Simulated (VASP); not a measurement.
Input:

```xyz
4
Lattice="1.5845 0.9148 5.1923 -1.5845 0.9148 5.1923 0.0000 -1.8296 5.1923" Properties=species:S:1:pos:R:3 pbc="T T T"
Zr     0.0000     0.0000     0.0000
W      0.0000     0.0000     7.7884
C      0.0000     0.0000     3.8034
C      0.0000     0.0000    11.7734
```

Level of theory: PBEsol GGA, VASP's PBE PAW potentials (set 64) (plane waves; VASP). Numerical set-up: 520 eV cut-off, Gaussian smearing of 0.050 eV, potentials Zr_sv W_sv C.

Unless said otherwise, spin-orbit coupling is left out, though it shifts the bands of the heavy elements here.

What does the run give for the band gap (along the path) with the smallest direct gap where there is one?

```json
{
  "band gap (along the path)": "none (metal, semimetal or under 0.01 eV)"
}
```

The absolute energy has meaning only against runs of the same code, potentials and settings.

The structure comes from a computed database's ZrWC2 entry (R-3m); how it stands against other phases isn't given here. It was relaxed first.
